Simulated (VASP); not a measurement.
Here is the system:

```yaml
crystal:
  lattice:
    - [0.00000, 2.14057, 2.14057]
    - [2.14057, 0.00000, 2.14057]
    - [2.14057, 2.14057, 0.00000]
  atoms:
    - { symbol: Al, position: [0.00000, 0.00000, 0.00000] }
    - { symbol: N, position: [0.25000, 0.25000, 0.25000] }
```

The numbers are results of PBE GGA with D3 dispersion (Becke-Johnson damping), VASP's PBE PAW potentials (set 64) (plane waves; VASP 6.6.1), not measurements. Run with 520 eV cut-off, 10×10×10 Γ-centred mesh, Gaussian smearing of 0.050 eV, potentials Al N.

**Question.** Give the stress tensor in GPa (positive for a compressed cell).

**Answer.** 
```
14.12   0.00   0.00
 0.00  14.12   0.00
 0.00   0.00  14.12
```
The pressure is its mean diagonal, 14.12 GPa.

The compound is AlN in the zinc blende structure, a metastable form; wurtzite is the usual one. This cell is one point of a volume scan, at 0.94 of the reference volume.
